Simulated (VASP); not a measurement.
OSZICAR of a VASP run on BN (hex):

### OSZICAR
```
       N       E                     dE             d eps       ncg     rms          rms(c)
DAV:   1     0.817066395741E+02    0.81707E+02   -0.78080E+03   672   0.117E+03
DAV:   2    -0.304554576182E+02   -0.11216E+03   -0.10288E+03   980   0.256E+02
DAV:   3    -0.370824507346E+02   -0.66270E+01   -0.65912E+01   872   0.697E+01
DAV:   4    -0.371824917488E+02   -0.10004E+00   -0.99978E-01   820   0.940E+00
DAV:   5    -0.371844950065E+02   -0.20033E-02   -0.20025E-02   860   0.130E+00    0.107E+01
DAV:   6    -0.342852460365E+02    0.28992E+01   -0.77866E+00   788   0.226E+01    0.478E+00
DAV:   7    -0.340647810440E+02    0.22046E+00   -0.44395E-01   864   0.568E+00    0.305E+00
DAV:   8    -0.339747581113E+02    0.90023E-01   -0.35479E-01   840   0.429E+00    0.515E-01
DAV:   9    -0.339739286930E+02    0.82942E-03   -0.16514E-02   812   0.112E+00    0.185E-01
DAV:  10    -0.339776456831E+02   -0.37170E-02   -0.34638E-03   704   0.520E-01    0.554E-02
DAV:  11    -0.339779995003E+02   -0.35382E-03   -0.50653E-04   808   0.252E-01    0.290E-02
DAV:  12    -0.339780075596E+02   -0.80594E-05   -0.63751E-05   796   0.767E-02    0.689E-03
DAV:  13    -0.339780096969E+02   -0.21372E-05   -0.56404E-06   828   0.204E-02    0.202E-03
DAV:  14    -0.339780102586E+02   -0.56176E-06   -0.45595E-07   804   0.756E-03    0.767E-04
DAV:  15    -0.339780102438E+02    0.14849E-07   -0.10484E-08   612   0.126E-03
   1 F= -.33978010E+02 E0= -.33978010E+02  d E =-.339780E+02
       N       E                     dE             d eps       ncg     rms          rms(c)
DAV:   1    -0.343058730364E+02   -0.32786E+00   -0.10973E+01   676   0.292E+01    0.205E+00
DAV:   2    -0.341484808710E+02    0.15739E+00   -0.15759E-01   760   0.361E+00    0.117E+00
DAV:   3    -0.340676288595E+02    0.80852E-01   -0.17348E-01   816   0.310E+00    0.336E-01
DAV:   4    -0.340677509807E+02   -0.12212E-03   -0.17930E-02   792   0.122E+00    0.184E-01
DAV:   5    -0.340661883270E+02    0.15627E-02   -0.70278E-03   844   0.686E-01    0.913E-02
DAV:   6    -0.340661416008E+02    0.46726E-04   -0.95089E-04   688   0.343E-01    0.315E-02
DAV:   7    -0.340661228220E+02    0.18779E-04   -0.42761E-05   888   0.618E-02    0.178E-02
DAV:   8    -0.340661203178E+02    0.25042E-05   -0.24513E-05   748   0.414E-02    0.250E-03
DAV:   9    -0.340661207273E+02   -0.40954E-06   -0.11202E-06   864   0.955E-03    0.251E-03
DAV:  10    -0.340661207260E+02    0.13124E-08   -0.31584E-08   556   0.176E-03
   2 F= -.34066121E+02 E0= -.34066121E+02  d E =-.881105E-01
       N       E                     dE             d eps       ncg     rms          rms(c)
DAV:   1    -0.340684559444E+02   -0.23352E-02   -0.82407E-02   680   0.255E+00    0.179E-01
DAV:   2    -0.340672991025E+02    0.11568E-02   -0.11849E-03   760   0.307E-01    0.101E-01
DAV:   3    -0.340667218595E+02    0.57724E-03   -0.11652E-03   824   0.254E-01    0.269E-02
DAV:   4    -0.340667043231E+02    0.17536E-04   -0.10485E-04   836   0.943E-02    0.139E-02
DAV:   5    -0.340666983693E+02    0.59538E-05   -0.53002E-05   844   0.599E-02    0.100E-02
DAV:   6    -0.340666946179E+02    0.37514E-05   -0.87768E-06   760   0.295E-02    0.123E-03
DAV:   7    -0.340666945608E+02    0.57054E-07   -0.29586E-07   808   0.507E-03
   3 F= -.34066695E+02 E0= -.34066695E+02  d E =-.886843E-01
```

### Question
Which electronic solver shows in the log?

### Answer
It is blocked Davidson (ALGO = Normal, or the opening steps of other solvers). The INCAR had ALGO = Normal.

### Question
Can the final energy be trusted as converged?

### Answer
The calculation finished and met its thresholds. It stopped with EDIFF = 1E-7, NELM = 100, NSW = 30 and EDIFFG = -0.01 after 3 ionic steps (revPBE GGA, plane waves, VASP's PBE PAW potentials (set 64)). Without a dispersion term in the relaxation, distances and binding between the weakly bound layers, chains or molecules are unreliable, and so is what depends on them.

The compound is BN in the hex structure. This cell is one point of a volume scan, at 1.06 of the reference volume. Symmetry was kept, so distortions that lower it aren't found.
